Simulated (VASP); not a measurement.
# A VASP study of LaB2Rh2C (r2SCAN): structure first, properties next, part 2 of 4

Wanted: the relaxed cell of LaB2Rh2C and its properties. The start is a computed cell from the Materials Project.

VASP 6.6.1; r2SCAN; plane waves and PAW (La, B, Rh_pv, C).

Still holding for the runs below: This run has no spin polarisation. Its electron count is odd, so without a moment it is a metal by construction. The k-mesh is coarse for a metal.

So far. Step 2 (Full relaxation (r2SCAN)): It ends with a largest force of 0.007 eV/Å and a pressure of -0.03 GPa. The relaxed cell has a = 3.888, c = 10.300 Å (conventional setting).

## (3) Second relaxation

The basis stayed that of the start cell while the cell moved. A rerun from the cell reached resets it; the error of the finite cutoff stays.

INCAR

```
SYSTEM = LaB2Rh2C
PREC = Accurate
ENCUT = 520
EDIFF = 1E-06
NELM = 100
ISMEAR = 0
SIGMA = 0.05
LREAL = .FALSE.
ALGO = Normal
METAGGA = R2SCAN
LASPH = .TRUE.
NBANDS = 31
LORBIT = 11
LWAVE = .FALSE.
LCHARG = .FALSE.
KPAR = 4
IBRION = 2
NSW = 60
ISIF = 3
EDIFFG = -0.01
```

POSCAR

```
LaB2Rh2C
1.0
    0.0000000000     -3.8875729344      0.0000000000
   -3.8875729344      0.0000000000      0.0000000000
    1.9437864672     -1.9437864672     -5.1500078311
La B Rh C
1 2 2 1
Direct
    0.0000000000      0.0000000000      0.0000000000
    0.3541546280      0.6458453720      0.2916907439
    0.6458453720      0.3541546280      0.7083092561
    0.2500000000      0.2500000000      0.5000000000
    0.7500000000      0.7500000000      0.5000000000
    0.5000000000      0.5000000000      0.0000000000
```

KPOINTS

```
Automatic mesh
0
Gamma
6 6 6
0 0 0
```

Potentials, in the order of the species: La, B, Rh_pv and C (PBE family, release 64).

Command:

```console
$ mpirun -np 4 vasp_std
```

The log of the run:

```text
[banner, memory and clock lines left out]
running    4 mpi-ranks, on    1 nodes
 distrk:  each k-point on    1 cores,    4 groups
 distr:  one band on    1 cores,    1 groups

 POSCAR found type information on POSCAR LaB RhC
 POSCAR found :  4 types and       6 ions
 [... a notice as in an earlier step ...]

 LDA part: xc-table for (None), standard interpolation
 POSCAR, INCAR and KPOINTS ok, starting setup
 FFT: planning ... GRIDC
 FFT: planning ... GRID_SOFT
 FFT: planning ... GRID
 WAVECAR not read
 entering main loop
       N       E                     dE             d eps       ncg     rms          rms(c)
DAV:   1     0.447197648123E+03    0.44720E+03   -0.26520E+04  2412   0.244E+03
DAV:   2    -0.395930774704E+02   -0.48679E+03   -0.45849E+03  2060   0.507E+02
DAV:   3    -0.114545257063E+03   -0.74952E+02   -0.71446E+02  2784   0.164E+02
DAV:   4    -0.125318892391E+03   -0.10774E+02   -0.92846E+01  3260   0.494E+01
DAV:   5    -0.125956785036E+03   -0.63789E+00   -0.61542E+00  2921   0.116E+01    0.249E+01
DAV:   6    -0.110805182525E+03    0.15152E+02   -0.10357E+02  2561   0.663E+01    0.159E+01
DAV:   7    -0.106499441932E+03    0.43057E+01   -0.24035E+01  2885   0.383E+01    0.419E+00
DAV:   8    -0.106671598121E+03   -0.17216E+00   -0.30788E+00  3040   0.989E+00    0.266E+00
DAV:   9    -0.106673899964E+03   -0.23018E-02   -0.41553E-01  2866   0.426E+00    0.717E-01
DAV:  10    -0.106675899802E+03   -0.19998E-02   -0.37808E-02  2994   0.135E+00    0.301E-01
DAV:  11    -0.106676440259E+03   -0.54046E-03   -0.79124E-03  3152   0.530E-01    0.846E-02
DAV:  12    -0.106676581278E+03   -0.14102E-03   -0.63921E-04  2842   0.153E-01    0.500E-02
DAV:  13    -0.106676645738E+03   -0.64460E-04   -0.18713E-04  3073   0.116E-01    0.201E-02
DAV:  14    -0.106676641271E+03    0.44678E-05   -0.47901E-05  2879   0.510E-02    0.762E-03
DAV:  15    -0.106676642037E+03   -0.76658E-06   -0.77100E-06  2695   0.190E-02
   1 F= -.10667664E+03 E0= -.10667557E+03  d E =-.106677E+03
 curvature:   0.00 expect dE= 0.000E+00 dE for cont linesearch  0.000E+00
 trial: gam= 0.00000 g(F)=  0.540E-05 g(S)=  0.462E-05 ort = 0.000E+00 (trialstep = 0.100E+01)
 search vector abs. value=  0.100E-04
 reached required accuracy - stopping structural energy minimisation
```

Wall time 57 s (4 MPI ranks of Intel Xeon 6975P-C (Granite Rapids), shared host); peak memory 1 GiB; 3 min of CPU time.

OUTCAR, selected parts (step 3):

```text
  LATTYP: Found a body centered tetragonal cell.
 ALAT       =     3.8875729344
 C/A-ratio  =     2.6494720063

The static configuration has the point symmetry D_4h.

 Found     30 irreducible k-points:

   ENCUT  =  520.0 eV  38.22 Ry    6.18 a.u.   7.23  7.23 10.85*2*pi/ulx,y,z

   NELECT =      51.0000    total number of electrons

 E-fermi :   9.3202

 k-point     1 :       0.0000    0.0000    0.0000
  band No.  band energies     occupation
    ...
     20       7.4235      2.00000
     21       8.0466      2.00000
     22       8.6693      2.00000
     23       8.6693      2.00000
     24       9.2815      1.72665
     25       9.4250      0.00304
     26       9.4250      0.00304
     27       9.6514      0.00000
     28      10.7520      0.00000
     29      12.2283      0.00000
    ...

 k-point     2 :       0.1667    0.0000   -0.0000
  band No.  band energies     occupation
    ...
     22       8.3618      2.00000
     23       8.4101      2.00000
     24       9.0157      2.00000
     25       9.0554      2.00000
     26       9.1930      1.99968
     27      10.5343      0.00000
     28      11.1524      0.00000
     29      11.9540      0.00000
     30      12.8967      0.00000
     31      12.9343      0.00000

  Total       -0.0039258     -0.0039258      0.0233078      0.0000000     -0.0000000      0.0000000
  in kB       -0.0808118     -0.0808118      0.4797852      0.0000000     -0.0000000      0.0000000
  external PRESSURE =       0.1060539 kB  Pullay stress =       0.0000000 kB

  energy-cutoff  :      520.00
  volume of cell :       77.83
      direct lattice vectors                 reciprocal lattice vectors
     0.000000000 -3.887572934  0.000000000     0.000000000 -0.257229901  0.097087231
    -3.887572934  0.000000000  0.000000000    -0.257229901  0.000000000 -0.097087231
     1.943786467 -1.943786467 -5.150007831     0.000000000  0.000000000 -0.194174462

 POSITION                                       TOTAL-FORCE (eV/Angst)
 -----------------------------------------------------------------------------------
      0.00000      0.00000      0.00000         0.000000     -0.000000      0.000000
     -1.94379     -1.94379     -1.50221        -0.000000      0.000000     -0.007480
      0.00000     -3.88757     -3.64780         0.000000     -0.000000      0.007480
      0.00000     -1.94379     -2.57500         0.000000      0.000000      0.000000
     -1.94379     -3.88757     -2.57500        -0.000000     -0.000000      0.000000
     -1.94379     -1.94379      0.00000         0.000000     -0.000000      0.000000
 -----------------------------------------------------------------------------------
    total drift:                                0.000000      0.000000     -0.000000

  FREE ENERGIE OF THE ION-ELECTRON SYSTEM (eV)
  ---------------------------------------------------
  free  energy   TOTEN  =      -106.6766420372 eV

  energy  without entropy=     -106.6744903076  energy(sigma->0) =     -106.67556617

 total charge
# of ion       s       p       d       f       tot
--------------------------------------------------
    1        1.994   5.703   0.684   0.164   8.546
    2        0.703   1.172   0.000   0.000   1.875
    3        0.703   1.172   0.000   0.000   1.875
    4        0.437   6.290   7.296   0.000  14.024
    5        0.437   6.290   7.296   0.000  14.024
    6        0.898   1.626   0.000   0.000   2.524
--------------------------------------------------
tot          5.172  22.253  15.276   0.164  42.866

[... 4 parts as in an earlier step ...]

[... 7 further parts left out ...]
```

Little changed from the start: no atom moved by 0.005 Å and no cell edge by 0.1 %.

Numbers from this step:

| Property | Result |
| --- | --- |
| free energy (TOTEN) | -106.6766 eV |
| energy at zero smearing | -106.6756 eV |
| pressure | 0.01061 GPa |
| SCF cycles over all ionic steps | 15 |

It ends with a largest force of 0.007 eV/Å and a pressure of 0.01 GPa. The volume moved by under 0.01 %: the run met its threshold at the first step.

## (4) Density, ELF and potential (r2SCAN)

A single point on the relaxed cell gives a clean self-consistent state, with density, ELF and potential written out.

Edit INCAR of step 3 so:

```diff
@@ -14,7 +14,5 @@
 LWAVE = .FALSE.
-LCHARG = .FALSE.
-KPAR = 4
-IBRION = 2
-NSW = 60
-ISIF = 3
-EDIFFG = -0.01
+LCHARG = .TRUE.
+ISIF = 2
+LELF = .TRUE.
+LVHAR = .TRUE.
```

POSCAR is that of step 3.

KPOINTS is that of step 3.

Command:

```console
$ mpirun -np 4 vasp_std
```

The log of the run:

```text
[banner, memory and clock lines left out]
running    4 mpi-ranks, on    1 nodes
 distrk:  each k-point on    4 cores,    1 groups
 distr:  one band on    1 cores,    4 groups

 POSCAR found type information on POSCAR LaB RhC
 POSCAR found :  4 types and       6 ions
 [... a notice as in an earlier step ...]

 LDA part: xc-table for (None), standard interpolation
|                                                                             |
|           W    W    AA    RRRRR   N    N  II  N    N   GGGG   !!!           |
|           W    W   A  A   R    R  NN   N  II  NN   N  G    G  !!!           |
|           W    W  A    A  R    R  N N  N  II  N N  N  G       !!!           |
|           W WW W  AAAAAA  RRRRR   N  N N  II  N  N N  G  GGG   !            |
|           WW  WW  A    A  R   R   N   NN  II  N   NN  G    G                |
|           W    W  A    A  R    R  N    N  II  N    N   GGGG   !!!           |
|                                                                             |
|     The number of bands has been changed from the values supplied in        |
|     The orbitals not found in the WAVECAR file will be initialized with     |
|     random numbers, which is usually adequate. For correlated               |
|     calculations, however, you should redo the groundstate calculation.     |
|     I found NBANDS = 31. Now, NBANDS = 32.                                  |
|                                                                             |

 POSCAR, INCAR and KPOINTS ok, starting setup
 FFT: planning ... GRIDC
 FFT: planning ... GRID_SOFT
 FFT: planning ... GRID
 WAVECAR not read
 entering main loop
       N       E                     dE             d eps       ncg     rms          rms(c)
DAV:   1     0.431898067923E+03    0.43190E+03   -0.26577E+04  2536   0.235E+03
DAV:   2    -0.502155840559E+02   -0.48211E+03   -0.44795E+03  2152   0.492E+02
DAV:   3    -0.120444699197E+03   -0.70229E+02   -0.66973E+02  3040   0.155E+02
DAV:   4    -0.125755418878E+03   -0.53107E+01   -0.51318E+01  3216   0.457E+01
DAV:   5    -0.125966496016E+03   -0.21108E+00   -0.20967E+00  2968   0.753E+00    0.249E+01
DAV:   6    -0.110822477007E+03    0.15144E+02   -0.99081E+01  2600   0.642E+01    0.161E+01
DAV:   7    -0.106497165341E+03    0.43253E+01   -0.24129E+01  2992   0.370E+01    0.418E+00
DAV:   8    -0.106673102966E+03   -0.17594E+00   -0.30531E+00  3096   0.958E+00    0.267E+00
DAV:   9    -0.106674943576E+03   -0.18406E-02   -0.42890E-01  2936   0.418E+00    0.732E-01
DAV:  10    -0.106675919539E+03   -0.97596E-03   -0.37539E-02  3120   0.130E+00    0.315E-01
DAV:  11    -0.106676436208E+03   -0.51667E-03   -0.90742E-03  3096   0.538E-01    0.827E-02
DAV:  12    -0.106676580785E+03   -0.14458E-03   -0.69362E-04  3048   0.158E-01    0.513E-02
DAV:  13    -0.106676645706E+03   -0.64921E-04   -0.21827E-04  3040   0.111E-01    0.207E-02
DAV:  14    -0.106676641746E+03    0.39603E-05   -0.58523E-05  3104   0.538E-02    0.898E-03
DAV:  15    -0.106676641848E+03   -0.10205E-06   -0.93465E-06  2728   0.214E-02
   1 F= -.10667664E+03 E0= -.10667557E+03  d E =-.215246E-02
```

Elapsed: 56 s, on 4 MPI ranks; peak memory 0.68 GiB.

From OUTCAR (step 4):

```text
The static configuration has the point symmetry D_4h.

 Found     30 irreducible k-points:

   k-points           NKPTS =     30   k-points in BZ     NKDIM =     30   number of bands    NBANDS=     32

   NELECT =      51.0000    total number of electrons

 E-fermi :   9.3203

 k-point     1 :       0.0000    0.0000    0.0000
  band No.  band energies     occupation
    ...
     20       7.4236      2.00000
     21       8.0467      2.00000
     22       8.6693      2.00000
     23       8.6693      2.00000
     24       9.2817      1.72564
     25       9.4250      0.00305
     26       9.4250      0.00305
     27       9.6514      0.00000
     28      10.7521      0.00000
     29      12.2283      0.00000
    ...

 k-point     2 :       0.1667    0.0000   -0.0000
  band No.  band energies     occupation
    ...
     22       8.3618      2.00000
     23       8.4102      2.00000
     24       9.0158      2.00000
     25       9.0554      2.00000
     26       9.1930      1.99968
     27      10.5342      0.00000
     28      11.1524      0.00000
     29      11.9539      0.00000
     30      12.8907      0.00000
     31      12.9249      0.00000
    ...

  Total       -0.0094228     -0.0094228      0.0166182      0.0000000     -0.0000000     -0.0000000
  in kB       -0.1939663     -0.1939663      0.3420807      0.0000000     -0.0000000     -0.0000000
  external PRESSURE =      -0.0152840 kB  Pullay stress =       0.0000000 kB

 POSITION                                       TOTAL-FORCE (eV/Angst)
 -----------------------------------------------------------------------------------
      0.00000      0.00000      0.00000         0.000000      0.000000     -0.000000
     -1.94379     -1.94379     -1.50221        -0.000000      0.000000     -0.007465
      0.00000     -3.88757     -3.64780         0.000000     -0.000000      0.007465
      0.00000     -1.94379     -2.57500        -0.000000      0.000000     -0.000000
     -1.94379     -3.88757     -2.57500         0.000000     -0.000000     -0.000000
     -1.94379     -1.94379      0.00000         0.000000      0.000000     -0.000000
 -----------------------------------------------------------------------------------
    total drift:                                0.000000      0.000000      0.000000

  FREE ENERGIE OF THE ION-ELECTRON SYSTEM (eV)
  ---------------------------------------------------
  free  energy   TOTEN  =      -106.6766418480 eV

  energy  without entropy=     -106.6744893831  energy(sigma->0) =     -106.67556562

[... 8 parts as in an earlier step ...]

[... 5 further parts left out ...]
```

This step gave:

* electronic steps: 15
* bands: 32
* pressure: -0.001528 GPa

Valence electrons inside each PAW sphere by angular momentum. Sphere charges, by row:

```tsv
atom	s (e)	p (e)	d (e)	f (e)	tot (e)
La1	1.994	5.703	0.684	0.164	8.546
B2	0.703	1.172	0	0	1.875
B3	0.703	1.172	0	0	1.875
Rh4	0.437	6.29	7.296	0	14.02
Rh5	0.437	6.29	7.296	0	14.02
C6	0.898	1.626	0	0	2.524
```

ELF in the ac plane of the conventional cell at fractional y = 0.000, with atoms of La and B and Rh and C within 0.2 Å of it. It is the smooth field of the valence electrons, not physical close to the nuclei.

Values, 24 rows by 14 columns, each cell a mean:
```
0.55 0.72 0.85 0.79 0.43 0.12 0.05 0.05 0.06 0.20 0.62 0.84 0.82 0.64
0.84 0.83 0.77 0.52 0.20 0.09 0.09 0.10 0.08 0.10 0.32 0.65 0.81 0.84
0.50 0.43 0.30 0.16 0.14 0.19 0.23 0.24 0.22 0.17 0.13 0.20 0.35 0.48
0.12 0.12 0.14 0.18 0.24 0.31 0.35 0.36 0.33 0.28 0.22 0.16 0.12 0.11
0.19 0.19 0.20 0.22 0.32 0.39 0.38 0.36 0.40 0.38 0.27 0.20 0.20 0.19
0.40 0.36 0.28 0.26 0.37 0.34 0.12 0.05 0.21 0.39 0.32 0.25 0.32 0.39
0.60 0.59 0.49 0.35 0.38 0.38 0.22 0.15 0.28 0.40 0.36 0.41 0.54 0.60
0.31 0.47 0.62 0.51 0.37 0.37 0.41 0.41 0.39 0.37 0.41 0.57 0.57 0.38
0.10 0.23 0.45 0.49 0.35 0.28 0.30 0.31 0.29 0.29 0.41 0.51 0.38 0.16
0.69 0.68 0.62 0.47 0.29 0.20 0.19 0.19 0.19 0.23 0.37 0.55 0.66 0.69
0.81 0.82 0.78 0.63 0.38 0.18 0.09 0.08 0.12 0.25 0.50 0.70 0.80 0.81
0.19 0.45 0.70 0.71 0.50 0.23 0.07 0.05 0.12 0.33 0.61 0.73 0.62 0.31
0.46 0.62 0.74 0.69 0.46 0.21 0.07 0.05 0.11 0.30 0.58 0.73 0.71 0.54
0.86 0.84 0.75 0.57 0.33 0.18 0.12 0.11 0.13 0.22 0.43 0.65 0.79 0.86
0.43 0.48 0.53 0.46 0.31 0.24 0.24 0.24 0.23 0.25 0.37 0.50 0.50 0.44
0.09 0.26 0.51 0.52 0.36 0.32 0.34 0.36 0.33 0.32 0.42 0.56 0.42 0.16
0.49 0.57 0.60 0.46 0.38 0.40 0.37 0.36 0.40 0.39 0.38 0.53 0.63 0.54
0.55 0.51 0.40 0.31 0.39 0.34 0.12 0.05 0.21 0.39 0.34 0.32 0.45 0.54
0.31 0.29 0.24 0.24 0.36 0.38 0.22 0.15 0.28 0.39 0.30 0.22 0.25 0.30
0.14 0.15 0.18 0.21 0.29 0.37 0.41 0.41 0.40 0.34 0.25 0.19 0.16 0.14
0.19 0.16 0.13 0.15 0.21 0.27 0.30 0.31 0.29 0.25 0.18 0.14 0.15 0.18
0.72 0.66 0.50 0.25 0.12 0.13 0.18 0.19 0.16 0.12 0.16 0.36 0.57 0.69
0.79 0.83 0.84 0.67 0.29 0.09 0.06 0.07 0.07 0.14 0.46 0.77 0.84 0.81
0.35 0.62 0.83 0.82 0.49 0.14 0.05 0.04 0.06 0.24 0.68 0.85 0.77 0.49
```
Columns run along a (3.9 Å), rows up along c (10.3 Å), edges of the conventional cell, whose origin can differ from the input's. Atoms in or near the plane, at fractional coordinates: La at (0.00, 0.00), B at (0.00, 0.35), B at (0.00, 0.65), Rh at (0.50, 0.25), Rh at (0.50, 0.75), C at (0.00, 0.50).

Electrostatic potential energy in the ac plane of the conventional cell at fractional y = 0.000, with atoms of La and B and Rh and C within 0.2 Å of it. With pseudopotentials it is smooth inside the atoms' cores, unlike the true potential.

Ten even steps from '_' (-75 eV) to '@' (2 eV), each cell a mean:
```
____..**%%@@@@@@@@@@##==____
::--**%%@@@@@@@@@@@@%%##++--
%%%%%%@@@@@@@@@@@@@@@@@@%%%%
@@@@@@@@@@%%%%##%%@@@@@@@@@@
@@@@@@@@##++----==**%%@@@@@@
@@@@@@%%++::____..--##@@@@@@
%%@@@@%%**--....::==##@@@@%%
##**##@@%%**++++++##@@%%****
@@****@@@@@@@@@@@@@@@@%%**%%
****%%@@@@@@@@@@@@@@@@@@##**
++##@@@@@@@@@@@@@@@@@@@@%%**
##==##@@@@@@@@@@@@@@@@%%++++
++==##@@@@@@@@@@@@@@@@@@**==
**%%@@@@@@@@@@@@@@@@@@@@%%##
##**##@@@@@@@@@@@@@@@@@@****
@@****@@@@%%%%##%%@@@@%%**%%
**##%%@@##++----==**%%@@##**
@@@@@@%%++::____..--##@@@@@@
@@@@@@%%**--....::==##@@@@@@
@@@@@@@@%%**++++++##@@@@@@@@
@@@@@@@@@@@@@@@@@@@@@@@@@@@@
**##%%%%@@@@@@@@@@@@@@%%##**
__..==##%%@@@@@@@@@@%%**--..
____..++%%@@@@@@@@@@##--____
```
Columns run along a (3.9 Å; values clipped at the 3rd and 97th percentile), rows up along c (10.3 Å), edges of the conventional cell, whose origin can differ from the input's. Atoms in or near the plane, at fractional coordinates: La at (0.00, 0.00), B at (0.00, 0.35), B at (0.00, 0.65), Rh at (0.50, 0.25), Rh at (0.50, 0.75), C at (0.00, 0.50).

Valence density in the ac plane of the conventional cell at fractional y = 0.000, with atoms of La and B and Rh and C within 0.2 Å of it. It is the smooth field of the valence electrons, not physical close to the nuclei.

Values in e/Å³, 24 rows by 14 columns, each cell a mean:
```
0.8 1.4 1.6 1.0 0.4 0.1 0.1 0.1 0.1 0.2 0.6 1.3 1.6 1.1
1.5 1.4 1.0 0.5 0.2 0.1 0.1 0.1 0.1 0.1 0.3 0.7 1.2 1.4
0.5 0.4 0.3 0.2 0.2 0.2 0.2 0.2 0.2 0.2 0.2 0.2 0.3 0.5
0.1 0.1 0.1 0.2 0.3 0.5 0.8 0.9 0.7 0.4 0.2 0.2 0.1 0.1
0.1 0.1 0.2 0.3 0.9 2.5 4.3 4.9 3.6 1.8 0.6 0.2 0.2 0.1
0.2 0.2 0.3 0.6 2.1 5.4 8.4 9.1 7.4 4.0 1.2 0.4 0.3 0.2
0.5 0.5 0.5 0.6 1.8 4.6 7.3 8.1 6.4 3.4 1.1 0.5 0.5 0.5
0.6 0.6 0.6 0.5 0.7 1.4 2.5 2.8 2.1 1.1 0.6 0.5 0.6 0.6
0.4 0.6 0.5 0.4 0.3 0.3 0.4 0.4 0.4 0.3 0.3 0.5 0.6 0.5
1.1 0.9 0.6 0.3 0.2 0.1 0.1 0.1 0.1 0.2 0.2 0.4 0.7 1.0
1.7 1.3 0.8 0.4 0.2 0.1 0.1 0.1 0.1 0.1 0.2 0.5 1.0 1.5
1.6 1.5 1.0 0.5 0.2 0.1 0.1 0.1 0.1 0.1 0.3 0.7 1.3 1.6
1.8 1.5 0.9 0.4 0.2 0.1 0.1 0.1 0.1 0.1 0.3 0.6 1.2 1.7
1.5 1.1 0.7 0.3 0.2 0.1 0.1 0.1 0.1 0.1 0.2 0.5 0.9 1.3
0.8 0.7 0.5 0.3 0.2 0.2 0.2 0.2 0.2 0.2 0.3 0.4 0.6 0.8
0.4 0.6 0.6 0.5 0.4 0.6 0.8 0.9 0.7 0.5 0.4 0.5 0.6 0.5
0.6 0.6 0.6 0.6 1.1 2.5 4.3 4.9 3.6 1.8 0.7 0.6 0.6 0.6
0.4 0.4 0.4 0.6 2.2 5.4 8.4 9.1 7.4 4.0 1.2 0.5 0.4 0.4
0.2 0.2 0.2 0.5 1.7 4.6 7.4 8.1 6.4 3.3 1.0 0.3 0.2 0.2
0.1 0.1 0.2 0.3 0.6 1.4 2.5 2.8 2.0 1.0 0.4 0.2 0.1 0.1
0.2 0.2 0.2 0.2 0.2 0.3 0.4 0.4 0.4 0.3 0.2 0.2 0.2 0.2
0.9 0.7 0.5 0.3 0.2 0.1 0.1 0.1 0.1 0.1 0.2 0.3 0.6 0.8
1.5 1.6 1.3 0.7 0.3 0.1 0.1 0.1 0.1 0.2 0.4 1.0 1.5 1.6
0.1 1.1 1.7 1.1 0.4 0.1 0.1 0.1 0.1 0.2 0.6 1.4 1.6 0.6
```
Columns run along a (3.9 Å), rows up along c (10.3 Å), edges of the conventional cell, whose origin can differ from the input's. Atoms in or near the plane, at fractional coordinates: La at (0.00, 0.00), B at (0.00, 0.35), B at (0.00, 0.65), Rh at (0.50, 0.25), Rh at (0.50, 0.75), C at (0.00, 0.50).

In this run the pressure is 0.00 GPa, small enough to go on.

[end of part 2 of 4]

[Lines on the potential files, build, host, timing and source positions are cut from VASP's logs without a mark.]

[Logs are printed without paths, hosts, clocks, repeated set-up lines and the standing remarks that a program may print on its own settings, such as how far it seeks lower states.]

[Hosts, paths, dates, database ids (printed as entryN), source tags and the programs' standing remarks are cut or masked in the printed files.]

[A measured line is paired with the nearest computed mode of its activity, which favours agreement.]
